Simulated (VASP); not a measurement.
AlSn:

```
Sn Al
1.0
     4.19811    0.00000    0.00000
    -2.09905    3.63567    0.00000
     0.00000    0.00000    3.30685
Sn Al
1 1
Direct
  0.33333 0.66667 0.50000
  0.00000 0.00000 0.00000
```

The cell comes from a database or a generator and needn't be the stable form of this composition.

- Program: VASP 6.6.1
- Task: relaxation of cell and atoms
- Functional: LDA
- Potentials or basis: VASP PAW LDA potentials, release 64 (Sn_d, Al)
- Cutoff: 600 eV
- k mesh: 6 × 6 × 8
- Occupations: fermi-dirac, width 0.05 eV
- Spin: no spin polarisation

At the start: pressure -2.9 GPa; volume 25.24 Å³/atom.

How do energy, volume and symmetry change on relaxing?

Over 5 steps the energy falls by 14.6 meV/atom and the volume is 23.75 Å³/atom (-5.9 %); space group P-6m2 (No. 187, to 0.05 Å).

The path:
```
step  energy change (eV)  largest force (eV/Å)  pressure (GPa)  volume (Å³)
   1              0.0000                0.0000           -2.92        50.47
   2             -0.0272                0.0000            0.58        47.18
   3             -0.0278                0.0000            0.08        47.59
   4             -0.0293                0.0000            0.01        47.50
   5             -0.0293                0.0000            0.01        47.51
```

Final structure:
```
Sn Al
1.0
     4.09481    0.00000    0.00000
    -2.04740    3.54621    0.00000
     0.00000    0.00000    3.27173
Sn Al
1 1
Cartesian
  0.0000 2.3641 1.6359
  0.0000 0.0000 0.0000
```
